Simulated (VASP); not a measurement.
Given:

```xyz
2
Lattice="0.0000 3.0008 3.0008 3.0008 0.0000 3.0008 3.0008 3.0008 0.0000" Properties=species:S:1:pos:R:3 pbc="T T T"
Hg     0.0000     0.0000     0.0000
S      4.5011     4.5011     4.5011
```

These are PBE GGA, VASP's PBE PAW potentials (set 64) (plane waves; VASP) values and carry that method's errors. Numerical set-up: PREC = Normal, EDIFF = 1E-5, 400 eV cut-off, 9×9×9 Γ-centred mesh, Gaussian smearing of 0.050 eV, potentials Hg S.

Unless said otherwise, spin-orbit coupling is left out, though it shifts the bands of the heavy elements here.

Problem. Estimate the energy per atom (σ→0), band gap (on the k-mesh) with the smallest direct gap where there is one.

Solution. 
| Property | Result |
|---|---|
| band gap (on the k-mesh) | none (metal, semimetal or under 0.01 eV) |
| energy per atom (σ→0) | -2.278 eV/atom |

The compound is HgS in the zinc blende structure, metacinnabar; cinnabar is the stable form. It was relaxed first, which changed the volume by +8 %.
